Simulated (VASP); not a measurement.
# SrGeTeI6 (P1) in VASP: a series of runs, part 2 of 2

VASP 6.6.1. Earlier steps stand in the parts before.

### 3 Single point, PBE

Input file INCAR:

```
SYSTEM = SrGeTeI6
PREC = Accurate
ENCUT = 520
EDIFF = 1E-7
ISMEAR = 1
SIGMA = 0.15
LREAL = .False.
LASPH = .True.
NELM = 100
ALGO = Fast
ISIF = 2
LWAVE = .False.
LCHARG = .False.
GGA = PE
NBANDS = 46
```

Input file KPOINTS:

```
regular mesh
0
Gamma
  3 3 2
  0 0 0
```

Input file POSCAR:

```
SrGeTeI6
1.0
    3.6267330000      6.0423110000     -0.0484810000
   -3.5504150000      5.9982490000     -0.0878190000
    0.0419650000     -0.0839480000      7.2834410000
Sr I Ge Te
1 6 1 1
Direct
    0.9923250770      0.0054182570     -0.0073166326
    0.3838972909      0.6283848346      0.3106152507
    0.9778869429      0.3841526404      0.2956618771
    0.6290422189      0.9877865489      0.2991542078
    1.0107940059      0.6201749236      0.7004497525
    0.6177525559      0.3838734308      0.7040487652
    0.3791981158      0.9956430796      0.6913571873
    0.6736675776      0.6694336987      0.5003934371
    0.3454227624      0.3289698684      0.5051453353
```

Potentials or basis: VASP PAW PBE potentials, release 64 (Sr_sv, I, Ge_d, Te).

The run is started by

```console
$ cat potpaw_PBE.64/Sr_sv/POTCAR potpaw_PBE.64/I/POTCAR potpaw_PBE.64/Ge_d/POTCAR potpaw_PBE.64/Te/POTCAR > POTCAR
$ mpirun -np 1 vasp_std > vasp.out
```

OUTCAR:

```text
SYSTEM = SrGeTeI6
   PREC = Accurate
   ENCUT = 520
   EDIFF = 1E-7
   ISMEAR = 1
   LREAL = .False.
   LASPH = .True.
   NELM = 100
   ISIF = 2
   GGA = PE

 ion  position               nearest neighbor table
   1  0.992  0.005  0.993-   5 3.34   3 3.36   6 3.44   4 3.47   7 3.50   2 3.62
   2  0.384  0.628  0.311-   8 2.57   9 2.67   6 3.36   1 3.62
   3  0.978  0.384  0.296-   8 2.58   9 2.86   1 3.36   5 3.40
   4  0.629  0.988  0.299-   8 2.58   9 2.70   7 3.36   1 3.47
   5  0.011  0.620  0.700-   8 2.65   9 2.66   1 3.34   3 3.40
   6  0.618  0.384  0.704-   9 2.55   8 2.69   2 3.36   1 3.44
   7  0.379  0.996  0.691-   8 2.62   9 2.63   4 3.36   1 3.50
   8  0.674  0.669  0.500-   2 2.57   3 2.58   4 2.58   7 2.62   5 2.65   6 2.69
   9  0.345  0.329  0.505-   6 2.55   7 2.63   5 2.66   2 2.67   4 2.70   3 2.86

  LATTYP: Found a triclinic cell.
 ALAT       =     6.9708069773
 B/A-ratio  =     1.0296356043
 C/A-ratio  =     1.0449357844
 COS(alpha) =     0.0111706415
 COS(beta)  =     0.0254483795
 COS(gamma) =     0.5040955593

  Lattice vectors:

[... 188 lines left out ...]
  band No.  band energies     occupation
      1     -31.2752      2.00000
      2     -19.6181      2.00000
      3     -19.6150      2.00000
      4     -19.5767      2.00000
      5     -19.5693      2.00000
      6     -19.5517      2.00000
[... 479 lines left out ...]
     45       8.7393     -0.00000
     46       9.1476     -0.00000

------------------------ aborting loop because EDIFF is reached ----------------------------------------

  FORCE on cell =-STRESS in cart. coord.  units (eV):
  Direction    XX          YY          ZZ          XY          YZ          ZX
  --------------------------------------------------------------------------------------
  -------------------------------------------------------------------------------------
  Total       37.4292566     36.2189257     30.8922638      0.2357030      1.2822163     -1.6303323
  in kB      190.5918038    184.4287333    157.3050822      1.2002125      6.5291148     -8.3017406
  external PRESSURE =     177.4418731 kB  Pullay stress =       0.0000000 kB

 VOLUME and BASIS-vectors are now :
 -----------------------------------------------------------------------------
  energy-cutoff  :      520.00
  volume of cell :      314.64
      direct lattice vectors                 reciprocal lattice vectors
     3.626733000  6.042311000 -0.048481000     0.138825818  0.082174348  0.000147258
    -3.550415000  5.998249000 -0.087819000    -0.139856274  0.083959158  0.001773512
     0.041965000 -0.083948000  7.283441000    -0.000762225  0.001559305  0.137320106

 POSITION                                       TOTAL-FORCE (eV/Angst)
 -----------------------------------------------------------------------------------
      3.62132      5.94510      7.18157        -0.006643     -0.013845      0.061908
     -0.82570      6.06276      2.18855        -2.663642      0.338142     -3.952098
      2.19504      8.18812      2.07229         1.316712     -1.660651     -3.219826
     -1.21313      9.70075      2.06163         2.022405      1.715381     -4.044618
     -2.13334      3.72638      5.04670        -2.574948      1.265562      3.803797
      0.90706      5.97612      5.06424         2.801019      2.653444      4.639135
     -2.13068      8.20531      4.92964        -0.508011     -2.828594      4.005698
      0.08744      8.04393      3.55314         0.406701      0.133601      0.639144
      0.10598      4.01799      3.63356        -0.793591     -1.603039     -1.933141
 -----------------------------------------------------------------------------------
    total drift:                                0.000768      0.000351     -0.000204

  FREE ENERGIE OF THE ION-ELECTRON SYSTEM (eV)
  ---------------------------------------------------
  free  energy   TOTEN  =       -14.8354526049 eV

  energy  without entropy=      -14.8141572447  energy(sigma->0) =      -14.82835415
```

Run time: 8 min. Hardware: 1 thread of Intel Xeon 6975P-C (Granite Rapids), shared host; peak memory 0.49 GiB.

What came out:

```yaml
Free_energy: -14.8355 eV
Pressure: 17.7 GPa
Largest_force: 6.034 eV/Å
Band_gap_on_the_k_mesh: none (metal or under the smearing width)
```

Forces on the atoms (eV/Å):
```
Sr  -0.007 -0.014  0.062
I   -2.664  0.338 -3.952
I    1.317 -1.661 -3.220
I    2.022  1.715 -4.045
I   -2.575  1.266  3.804
I    2.801  2.653  4.639
I   -0.508 -2.829  4.006
Ge   0.407  0.134  0.639
Te  -0.794 -1.603 -1.933
```

Levels at points of the mesh, in eV from the Fermi level:
| k point | band 33 | band 34 | band 35 | band 36 | band 37 | band 38 | band 39 | band 40 |
| --- | --- | --- | --- | --- | --- | --- | --- | --- |
| (0.00, 0.00, 0.00) | -3.61 | -3.41 | -2.22 | 0.01 | 0.29 | 0.32 | 1.24 | 1.57 |
| (0.00, 0.00, 0.50) | -3.58 | -3.01 | -1.87 | -0.44 | -0.25 | -0.14 | 1.37 | 1.44 |

Caveat: the k mesh is coarse (spacing up to 0.43 Å⁻¹), so the values aren't converged; so large a pressure means that the cell lies far from this level's equilibrium, or that cutoff or potentials fall short; forces of over 1 eV/Å show positions far from the minimum, so gaps and moduli don't describe the material at rest.

### 4 Single point, PBE

Input file INCAR:

```
SYSTEM = SrGeTeI6
  PREC = Accurate
  ENCUT = 520
  EDIFF = 1E-7
  ISMEAR = 1
  SIGMA = 0.15
  LREAL = .FALSE.
  LASPH = .TRUE.
  NELM = 100
  ALGO = Fast
  ISIF = 2
  LWAVE = .FALSE.
  LCHARG = .FALSE.
  GGA = PE
  NBANDS = 46
```

Input file KPOINTS:

```
Automatic mesh
0
G
  3 3 2
  0 0 0
```

Input file POSCAR:

```
SrGeTeI6
1.0
    3.6267330000      6.0423110000     -0.0484810000
   -3.5504150000      5.9982490000     -0.0878190000
    0.0419650000     -0.0839480000      7.2834410000
Sr I Ge Te
1 6 1 1
Direct
    0.9897954766      0.0093363820     -0.0102677860
    0.3812017903      0.6349597182      0.3041438204
    0.9694806456      0.3807078867      0.2881816132
    0.6342304082      0.9869577477      0.2896280435
    1.0116333040      0.6226871157      0.7129462234
    0.6221534869      0.3822159897      0.7184987768
    0.3721846426      0.9989156820      0.6977218131
    0.6698855363      0.6726359599      0.5042969303
    0.3495569708      0.3234333758      0.5021066920
```

The run is started by

```console
$ cat potpaw_PBE.64/Sr_sv/POTCAR potpaw_PBE.64/I/POTCAR potpaw_PBE.64/Ge_d/POTCAR potpaw_PBE.64/Te/POTCAR > POTCAR
$ mpirun -np 1 vasp_std > vasp.out
```

It took 8.2 min on 1 thread of Intel Xeon 6975P-C (Granite Rapids), shared host; peak memory 0.49 GiB.

Results (log left out):

* Free energy: -16.7873 eV
* Pressure: 15.1 GPa
* Largest force: 4.893 eV/Å
* Band gap on the k mesh: none (metal or under the smearing width)

Forces in eV/Å, atoms in the order of the input:
```
Sr  -0.020  0.027  0.129
I   -2.153 -0.169 -3.070
I    1.021 -1.263 -2.523
I    1.757  1.343 -3.367
I   -1.666  1.007  2.755
I    2.107  2.243  3.805
I   -0.454 -2.391  3.456
Ge   0.716  0.164  0.553
Te  -1.308 -0.960 -1.737
```

Stress tensor (GPa, compression positive):
```
15.76  0.21 -0.67
 0.21 15.78  1.03
-0.67  1.03 13.69
```

Levels at points of the mesh, in eV from the Fermi level:
```tsv
k point	band 32	band 33	band 34	band 35	band 36	band 37	band 38	band 39	band 40	band 41
(0.00, 0.00, 0.00)	-3.44	-3.39	-3.24	-2.30	0.07	0.23	0.30	1.60	1.64	1.79
(0.00, 0.00, 0.50)	-3.37	-3.34	-2.85	-1.88	-0.38	-0.33	-0.17	1.35	1.46	1.74
```

Caveat: the k mesh is coarse (spacing up to 0.43 Å⁻¹), so the values aren't converged; so large a pressure means that the cell lies far from this level's equilibrium, or that cutoff or potentials fall short; forces of over 1 eV/Å show positions far from the minimum, so gaps and moduli don't describe the material at rest.
